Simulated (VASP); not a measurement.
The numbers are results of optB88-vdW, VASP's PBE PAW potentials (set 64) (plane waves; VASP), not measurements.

VASP input:

### KPOINTS
```
K-points
0
Gamma
6 6 3
```

**INCAR**
```
ENCUT = 520
ISMEAR = 0
PREC = Accurate
ISIF = 4   ! ions and shape, fixed volume
PARAM2 = 0.22
SIGMA = 0.05   ! width (eV)
AGGAC = 0.0
LWAVE = F
LASPH = T   ! aspherical one-centre terms
PARAM1 = 0.1833333333
GGA = BO
SYSTEM = CdSe
LCHARG = F
LUSE_VDW = T
EDIFF = 1E-7
ALGO = Normal   ! blocked Davidson
LMAXMIX = 4   ! l cut-off of mixed one-centre charges
NELM = 100   ! most electronic steps
EDIFFG = -0.01   ! ionic stop
NSW = 30
IBRION = 2   ! conjugate gradients
LREAL = F   ! projection in real space or not
```

### POSCAR
```
CdSe
1.0
  2.1665008241  -3.7524892554   0.0000000000
  2.1665008241   3.7524892554   0.0000000000
  0.0000000000   0.0000000000   7.0635115134
Cd Se
2 2
Cart
  2.1665008241  -1.2508322535   3.5321685370
  2.1665008241   1.2508322535   0.0004127803
  2.1665008241  -1.2508322535   6.1872233054
  2.1665008241   1.2508322535   2.6554675487
```

POTCAR, in this order: Cd Se (PBE.64 set). Program: vasp_std.

The run wrote:

**OSZICAR**
```
       N       E                     dE             d eps       ncg     rms          rms(c)
DAV:   1     0.251358321081E+03    0.25136E+03   -0.17347E+04   616   0.147E+03
DAV:   2     0.113815072087E+02   -0.23998E+03   -0.23463E+03   694   0.347E+02
DAV:   3    -0.172193904625E+01   -0.13103E+02   -0.13061E+02   724   0.806E+01
DAV:   4    -0.183372029213E+01   -0.11178E+00   -0.11175E+00   718   0.747E+00
DAV:   5    -0.183466746775E+01   -0.94718E-03   -0.94715E-03   736   0.631E-01    0.855E+00
DAV:   6    -0.105078965956E+01    0.78388E+00   -0.18146E+00   720   0.127E+01    0.665E+00
DAV:   7    -0.102084888896E+01    0.29941E-01   -0.60746E-01   688   0.424E+00    0.261E+00
DAV:   8    -0.101843957643E+01    0.24093E-02   -0.62192E-02   670   0.270E+00    0.339E-01
DAV:   9    -0.101802601473E+01    0.41356E-03   -0.93142E-03   724   0.120E+00    0.102E-01
DAV:  10    -0.101806026667E+01   -0.34252E-04   -0.81739E-04   676   0.349E-01    0.671E-02
DAV:  11    -0.101811593002E+01   -0.55663E-04   -0.17497E-04   688   0.100E-01    0.201E-02
DAV:  12    -0.101809456629E+01    0.21364E-04   -0.10247E-04   700   0.984E-02    0.609E-03
DAV:  13    -0.101809516859E+01   -0.60229E-06   -0.10078E-05   694   0.213E-02    0.557E-03
DAV:  14    -0.101809504838E+01    0.12021E-06   -0.66318E-07   748   0.500E-03    0.224E-03
DAV:  15    -0.101809515912E+01   -0.11074E-06   -0.89967E-08   374   0.192E-03    0.506E-04
DAV:  16    -0.101809516380E+01   -0.46816E-08   -0.48930E-08   398   0.149E-03
   1 F= -.10180952E+01 E0= -.10180952E+01  d E =-.101810E+01
       N       E                     dE             d eps       ncg     rms          rms(c)
DAV:   1    -0.101849673544E+01   -0.40158E-03   -0.16909E-02   628   0.943E-01    0.909E-02
DAV:   2    -0.101827909175E+01    0.21764E-03   -0.30197E-04   718   0.177E-01    0.491E-02
DAV:   3    -0.101817835094E+01    0.10074E-03   -0.20076E-04   694   0.113E-01    0.153E-02
DAV:   4    -0.101817833392E+01    0.17023E-07   -0.24587E-05   682   0.461E-02    0.864E-03
DAV:   5    -0.101817797211E+01    0.36181E-06   -0.77565E-07   718   0.767E-03    0.330E-03
DAV:   6    -0.101817800099E+01   -0.28886E-07   -0.21987E-07   572   0.321E-03
   2 F= -.10181780E+01 E0= -.10181780E+01  d E =-.828372E-04
       N       E                     dE             d eps       ncg     rms          rms(c)
DAV:   1    -0.101845123026E+01   -0.27326E-03   -0.13221E-02   616   0.834E-01    0.804E-02
DAV:   2    -0.101828054508E+01    0.17069E-03   -0.23732E-04   718   0.157E-01    0.434E-02
DAV:   3    -0.101820166209E+01    0.78883E-04   -0.15763E-04   688   0.100E-01    0.136E-02
DAV:   4    -0.101820163722E+01    0.24866E-07   -0.19310E-05   682   0.408E-02    0.763E-03
DAV:   5    -0.101820135736E+01    0.27987E-06   -0.60520E-07   700   0.678E-03    0.292E-03
DAV:   6    -0.101820137971E+01   -0.22351E-07   -0.16401E-07   400   0.284E-03
   3 F= -.10182014E+01 E0= -.10182014E+01  d E =-.106216E-03
       N       E                     dE             d eps       ncg     rms          rms(c)
DAV:   1    -0.101831916518E+01   -0.11781E-03   -0.26141E-02   616   0.106E+00    0.427E-02
DAV:   2    -0.101828992790E+01    0.29237E-04   -0.24167E-04   720   0.125E-01    0.238E-02
DAV:   3    -0.101827040375E+01    0.19524E-04   -0.23670E-05   700   0.382E-02    0.945E-03
DAV:   4    -0.101826811664E+01    0.22871E-05   -0.56443E-06   730   0.188E-02    0.435E-03
DAV:   5    -0.101826812494E+01   -0.82932E-08   -0.62067E-07   618   0.561E-03
   4 F= -.10182681E+01 E0= -.10182681E+01  d E =-.667452E-04
       N       E                     dE             d eps       ncg     rms          rms(c)
DAV:   1    -0.101855956640E+01   -0.29145E-03   -0.10930E-01   616   0.216E+00    0.870E-02
DAV:   2    -0.101843826060E+01    0.12131E-03   -0.10075E-03   720   0.256E-01    0.487E-02
DAV:   3    -0.101835694108E+01    0.81320E-04   -0.98491E-05   700   0.780E-02    0.194E-02
DAV:   4    -0.101834740893E+01    0.95322E-05   -0.23544E-05   730   0.384E-02    0.889E-03
DAV:   5    -0.101834742847E+01   -0.19546E-07   -0.26237E-06   646   0.115E-02    0.246E-03
DAV:   6    -0.101834739137E+01    0.37099E-07   -0.20526E-07   532   0.331E-03
   5 F= -.10183474E+01 E0= -.10183474E+01  d E =-.146012E-03
```

File OUTCAR:
```
------------------------ aborting loop because EDIFF is reached ----------------------------------------
  FORCE on cell =-STRESS in cart. coord.  units (eV):
  Direction    XX          YY          ZZ          XY          YZ          ZX
  --------------------------------------------------------------------------------------
  Total        1.0907749      1.0907747      1.0843177      0.0000000      0.0000000      0.0000000
  in kB       15.2165693     15.2165670     15.1264894      0.0000000      0.0000000      0.0000000
  external PRESSURE =      15.1865419 kB  Pullay stress =       0.0000000 kB
  volume of cell :      114.85
      direct lattice vectors                 reciprocal lattice vectors
     2.163253220 -3.746864199 -0.000000000     0.231133367 -0.133444922 -0.000000000
     2.163253220  3.746864199 -0.000000000     0.231133367  0.133444922 -0.000000000
     0.000000000 -0.000000000  7.084735838     0.000000000  0.000000000  0.141148523
  FREE ENERGIE OF THE ION-ELECTRON SYSTEM (eV)
  ---------------------------------------------------
  free  energy   TOTEN  =        -1.0183473914 eV

  energy  without entropy=       -1.0183473914  energy(sigma->0) =       -1.01834739

 reached required accuracy - stopping structural energy minimisation
```
(Selected blocks of OUTCAR.)

CONTCAR:
```
CdSe
   1.00000000000000
     2.1632532200048540   -3.7468641985217257   -0.0000000000000000
     2.1632532200048540    3.7468641985217257   -0.0000000000000000
     0.0000000000000000   -0.0000000000000000    7.0847358375483571
  Cd              Se
     2     2
Direct
     0.6666669999999968    0.3333330000000032    0.5005910571300765
     0.3333330000000032    0.6666669999999968    0.0005910571300764
     0.6666669999999968    0.3333330000000032    0.8754089428699283
     0.3333330000000032    0.6666669999999968    0.3754089428699283
```

The compound is CdSe in the wurtzite structure. This cell is one point of a volume scan, at 0.97 of the reference volume. Symmetry was kept, so distortions that lower it aren't found.
